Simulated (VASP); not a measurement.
# SbAs2 (R-3m) in VASP: a series of runs, part 2 of 2

VASP 6.6.1.

### 4 Atomic charges, MS2 (volume scaled by 1.25)

Input file INCAR:

```
SYSTEM = SbAs2
  PREC = Accurate
  ENCUT = 520
  EDIFF = 1E-6
  ISMEAR = 0
  SIGMA = 0.01
  LREAL = .FALSE.
  LASPH = .TRUE.
  NELM = 100
  ALGO = Normal
  ISIF = 2
  LWAVE = .FALSE.
  LCHARG = .FALSE.
  METAGGA = MS2
  LMIXTAU = .TRUE.
  LORBIT = 11
```

Input file SbAs2.cif:

```cif
data_SbAs2
_cell_length_a 4.75695299
_cell_length_b 4.75695299
_cell_length_c 14.22310008
_cell_angle_alpha 90.00000000
_cell_angle_beta 90.00000000
_cell_angle_gamma 120.00000000
_space_group_name_H-M_alt 'R-3m'
_space_group_name_Hall '-R 3 2"'
_space_group_IT_number 166
loop_
_space_group_symop_operation_xyz
'x,y,z'
'-x,-y,-z'
'-y,x-y,z'
'y,-x+y,-z'
'-x+y,-x,z'
'x-y,x,-z'
'y,x,-z'
'-y,-x,z'
'x-y,-y,-z'
'-x+y,y,z'
'-x,-x+y,-z'
'x,x-y,z'
'x+2/3,y+1/3,z+1/3'
'-x+2/3,-y+1/3,-z+1/3'
'-y+2/3,x-y+1/3,z+1/3'
'y+2/3,-x+y+1/3,-z+1/3'
'-x+y+2/3,-x+1/3,z+1/3'
'x-y+2/3,x+1/3,-z+1/3'
'y+2/3,x+1/3,-z+1/3'
'-y+2/3,-x+1/3,z+1/3'
'x-y+2/3,-y+1/3,-z+1/3'
'-x+y+2/3,y+1/3,z+1/3'
'-x+2/3,-x+y+1/3,-z+1/3'
'x+2/3,x-y+1/3,z+1/3'
'x+1/3,y+2/3,z+2/3'
'-x+1/3,-y+2/3,-z+2/3'
'-y+1/3,x-y+2/3,z+2/3'
'y+1/3,-x+y+2/3,-z+2/3'
'-x+y+1/3,-x+2/3,z+2/3'
'x-y+1/3,x+2/3,-z+2/3'
'y+1/3,x+2/3,-z+2/3'
'-y+1/3,-x+2/3,z+2/3'
'x-y+1/3,-y+2/3,-z+2/3'
'-x+y+1/3,y+2/3,z+2/3'
'-x+1/3,-x+y+2/3,-z+2/3'
'x+1/3,x-y+2/3,z+2/3'
loop_
_atom_site_label
_atom_site_type_symbol
_atom_site_symmetry_multiplicity
_atom_site_Wyckoff_symbol
_atom_site_fract_x
_atom_site_fract_y
_atom_site_fract_z
_atom_site_occupancy
Sb1 Sb 3 a 0.0000000000 0.0000000000 0.0000000000 1
As1 As 6 c 0.6666666667 0.3333333333 0.0493794633 1
```

Input file KPOINTS:

```
regular mesh
0
G
  7 7 2
  0 0 0
```

Input file POSCAR:

```
Sb As
 1.0000000000000000
     4.7569529900000003    0.0000000000000000    0.0000000000000000
    -2.3784764949999992    4.1196421339483429    0.0000000000000000
     0.0000000000000000    0.0000000000000000   14.2231000800000000
 Sb  As 
   3   6
Cartesian
  0.0000000000000000  0.0000000000000000  0.0000000000000000
  2.3784764950000006  1.3732140446494476  4.7410333599999994
  0.0000000000000007  2.7464280892988953  9.4820667199999988
  2.3784764952378477  1.3732140445121261  0.7023290484125871
 -0.0000000002378471  2.7464280894362170 13.5207710315874134
  0.0000000002378480  2.7464280891615735  5.4433624084125869
  4.7569529897621532  0.0000000001373214  4.0387043115874128
 -2.3784764947621517  4.1196421338110216 10.1843957684125854
  2.3784764947621531  1.3732140447867689  8.7797376715874123
```

Potentials or basis: VASP PAW PBE potentials, release 64 (Sb, As).

Started as:

```bash
ase convert -i cif -o vasp SbAs2.cif POSCAR
cat potpaw_PBE.64/Sb/POTCAR potpaw_PBE.64/As/POTCAR > POTCAR
mpirun -np 1 vasp_std > vasp.out
```

OUTCAR:

```text
SYSTEM = SbAs2
   PREC = Accurate
   ENCUT = 520
   EDIFF = 1E-6
   ISMEAR = 0
   LREAL = .FALSE.
   LASPH = .TRUE.
   NELM = 100
   ISIF = 2
   METAGGA = MS2
   LORBIT = 11

 ion  position               nearest neighbor table
   1  0.000  0.000  0.000-   4 2.83   5 2.83   5 2.83   4 2.83   4 2.83   5 2.83
   2  0.667  0.333  0.333-   6 2.83   7 2.83   7 2.83   7 2.83   6 2.83   6 2.83
   3  0.333  0.667  0.667-   9 2.83   8 2.83   8 2.83   8 2.83   9 2.83   9 2.83
   4  0.667  0.333  0.049-   1 2.83   1 2.83   1 2.83
   5  0.333  0.667  0.951-   1 2.83   1 2.83   1 2.83
   6  0.333  0.667  0.383-   2 2.83   2 2.83   2 2.83
   7  1.000  0.000  0.284-   2 2.83   2 2.83   2 2.83
   8  0.000  1.000  0.716-   3 2.83   3 2.83   3 2.83
   9  0.667  0.333  0.617-   3 2.83   3 2.83   3 2.83

  LATTYP: Found a hexagonal cell.
 ALAT       =     4.7569529900
 C/A-ratio  =     2.9899601930

  Lattice vectors:

 A1 = (   4.7569529900,   0.0000000000,   0.0000000000)
 A2 = (  -2.3784764950,   4.1196421339,   0.0000000000)
[... 684 lines left out ...]
  --------------------------------------------------------------------------------------
  -------------------------------------------------------------------------------------
  Total       -4.1585743     -4.1585743     -4.7460127     -0.0000000      0.0000000      0.0000000
  in kB      -23.9041018    -23.9041018    -27.2807848     -0.0000000      0.0000000      0.0000000
  external PRESSURE =     -25.0296628 kB  Pullay stress =       0.0000000 kB

 VOLUME and BASIS-vectors are now :
 -----------------------------------------------------------------------------
  energy-cutoff  :      520.00
  volume of cell :      278.73
      direct lattice vectors                 reciprocal lattice vectors
     4.756952990  0.000000000  0.000000000     0.210218600  0.121369766  0.000000000
    -2.378476495  4.119642134  0.000000000     0.000000000  0.242739531  0.000000000
     0.000000000  0.000000000 14.223100080     0.000000000  0.000000000  0.070308160

 POSITION                                       TOTAL-FORCE (eV/Angst)
 -----------------------------------------------------------------------------------
      0.00000      0.00000      0.00000         0.000000      0.000000      0.000000
      2.37848      1.37321      4.74103         0.000000      0.000000      0.000000
      0.00000      2.74643      9.48207         0.000000      0.000000      0.000000
      2.37848      1.37321      0.70233         0.000000     -0.000000     -0.213379
     -0.00000      2.74643     13.52077        -0.000000      0.000000      0.213379
      0.00000      2.74643      5.44336        -0.000000      0.000000     -0.213379
      4.75695      0.00000      4.03870        -0.000000      0.000000      0.213379
     -2.37848      4.11964     10.18440         0.000000     -0.000000     -0.213379
      2.37848      1.37321      8.77974        -0.000000      0.000000      0.213379
 -----------------------------------------------------------------------------------
    total drift:                               -0.000000     -0.000000     -0.000000

  FREE ENERGIE OF THE ION-ELECTRON SYSTEM (eV)
  ---------------------------------------------------
  free  energy   TOTEN  =       -28.7312255284 eV

  energy  without entropy=      -28.7302627963  energy(sigma->0) =      -28.73074416

 total charge

# of ion       s       p       d       tot
------------------------------------------
    1        1.244   1.070   0.062   2.376
    2        1.244   1.070   0.062   2.376
    3        1.244   1.070   0.062   2.376
    4        1.323   1.274   0.032   2.629
    5        1.323   1.274   0.032   2.629
    6        1.323   1.274   0.032   2.629
    7        1.323   1.274   0.032   2.629
    8        1.323   1.274   0.032   2.629
    9        1.323   1.274   0.032   2.629
--------------------------------------------------
tot         11.671  10.853   0.380  22.904
```

OSZICAR:

```text
N       E                     dE             d eps       ncg     rms          rms(c)
DAV:   1     0.208832014026E+03    0.20883E+03   -0.15389E+04   864   0.126E+03
DAV:   2    -0.290786486627E+02   -0.23791E+03   -0.23301E+03  1059   0.205E+02
DAV:   3    -0.506401618835E+02   -0.21562E+02   -0.20701E+02  1066   0.642E+01
[... 30 lines left out ...]
DAV:  34    -0.287312344180E+02   -0.16296E-05   -0.34629E-06   774   0.169E-02    0.114E-02
DAV:  35    -0.287312245286E+02    0.98894E-05   -0.11621E-05   921   0.261E-02    0.673E-03
DAV:  36    -0.287312270119E+02   -0.24833E-05   -0.34871E-06   791   0.136E-02    0.472E-03
DAV:  37    -0.287312249957E+02    0.20162E-05   -0.81492E-07   432   0.677E-03    0.374E-03
DAV:  38    -0.287312255284E+02   -0.53269E-06   -0.15893E-06   506   0.104E-02
   1 F= -.28731226E+02 E0= -.28730744E+02  d E =-.962732E-03
```

stdout:

```text
POSCAR found type information on POSCAR SbAs
 POSCAR found :  2 types and       9 ions
 scaLAPACK will be used
 -----------------------------------------------------------------------------
[... 28 lines left out ...]
|     a few unoccupied bands to accelerate the convergence of                 |
|     molecular-dynamics runs (even for insulators or semiconductors),        |
|     since the presence of unoccupied bands improves wavefunction            |
|     prediction and helps to suppress 'band-crossings'.                      |
|                                                                             |
 -----------------------------------------------------------------------------
```

Run time: 9.3 min. Hardware: 1 thread of Intel Xeon 6975P-C (Granite Rapids), shared host; peak memory 0.44 GiB.

Results:

```
Free energy                                           : -28.7312 eV
Pressure                                              : -2.5 GPa
Largest force                                         : 0.213 eV/Å
Valence electrons inside the program's atomic spheres : Sb 2.38; As 2.63
```

Forces in eV/Å, atoms in the order of the input:
```
Sb   0.000  0.000  0.000
Sb   0.000  0.000  0.000
Sb   0.000  0.000  0.000
As   0.000  0.000 -0.213
As   0.000  0.000  0.213
As   0.000  0.000 -0.213
As   0.000  0.000  0.213
As   0.000  0.000 -0.213
As   0.000  0.000  0.213
```

Stress tensor (GPa, compression positive):
```
-2.39  0.00  0.00
 0.00 -2.39  0.00
 0.00  0.00 -2.73
```

Caveat: the bands computed are all filled at some k points, so no gap is given; the PAW data sets were made with another functional, which shifts forces and pressure a little. The run has no spin-orbit coupling, so splittings on Sb are missing.

### 5 The reference run

An earlier run on the cell as given: functional PBE; potentials or basis VASP PAW PBE potentials, release 64 (Sb, As); cutoff 520 eV; k mesh 7 × 7 × 7; occupations fermi-dirac, width 0.05 eV; no spin polarisation.

* Pressure: 16.6 GPa
* Largest force: 1.270 eV/Å
* Band gap on the k mesh: none (metal or under the smearing width)

### 6 Overview

| task | level | cell | k mesh | cutoff (eV) | smearing | gap on the mesh (eV) | pressure (GPa) | largest force (eV/Å) |
| --- | --- | --- | --- | --- | --- | --- | --- | --- |
| relaxation of cell and atoms | PBE | relaxed | 7 × 7 × 7 | 600 | gaussian 0.05 eV | none | 0.0 | - |
| relaxation of the atoms | PBEsol | atoms relaxed | 7 × 7 × 7 | 520 | gaussian 0.05 eV | none | 0.1 | - |
| atomic charges | MS2 | volume scaled by 1.25 | 7 × 7 × 2 | 520 | gaussian 0.01 eV | - | -2.5 | 0.21 |
| single point | PBE | as given | 7 × 7 × 7 | 520 | fermi-dirac 0.05 eV | none | 16.6 | 1.27 |

Alike in all rows: potentials or basis VASP PAW PBE potentials, release 64 (Sb, As); no spin polarisation.

Caveats: the PAW data sets were made with another functional, which shifts forces and pressure a little (some runs); the bands computed are all filled at some k points, so no gap is given (some runs); so large a pressure means that the cell lies far from this level's equilibrium, or that cutoff or potentials fall short (some runs); forces of over 1 eV/Å show positions far from the minimum, so gaps and moduli don't describe the material at rest (some runs).

Total energies depend on the potentials used, so only differences within one code and one set of settings carry meaning.
